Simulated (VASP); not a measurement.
Runs of VASP 6.6.1 on MoS2. The structure is hexagonal, space group P6_3/mmc (No. 194). The conventional cell has a = 3.161 Å, b = 3.161 Å, c = 11.680 Å, α = 90.00°, β = 90.00°, γ = 120.00°. Mo (site symmetry -6m2) has 6 S at 2.40 Å as nearest neighbours. S (site symmetry 3m) has 3 Mo at 2.40 Å as nearest neighbours. The cell was built by a generator and needn't be a form met in nature.

```csv
level,potentials or basis,gap on the mesh (eV),pressure (GPa),largest force (eV/Å)
SCAN,"VASP PAW PBE potentials, release 64 (Mo_sv, S)",0.79,1.8,0.49
PBE+D4,"VASP PAW PBE potentials, release 64 (Mo_sv, S)",0.69,-0.1,0.23
vdW-DF2,"VASP PAW PBE potentials, release 64 (Mo_sv, S)",(b),15.8,0.55
LDA,"VASP PAW LDA potentials, release 64 (Mo_sv, S)",0.62,-4.1,0.54
PBEsol,"VASP PAW PBE potentials, release 64 (Mo_sv, S)",0.65,-1.4,0.40
optB86b-vdW,"VASP PAW PBE potentials, release 64 (Mo_sv, S)",0.67,2.1,(a)
```

Alike in all rows: task single point; no spin polarisation; cell as given; k mesh 8 × 8 × 2; cutoff (eV) 520; smearing fermi-dirac 0.05 eV.

Q: Fill in the values left out.

A: (a) 0.10; (b) 0.70.

Caveats: the PAW data sets were made with another functional, which shifts forces and pressure a little (some runs); so large a pressure means that the cell lies far from this level's equilibrium, or that cutoff or potentials fall short (some runs); the potentials were made for another functional, which shifts forces and pressure (some runs).

A k mesh can miss the band edges, and the runs leave out spin-orbit coupling on Mo.

Not every run made on this cell is shown here.
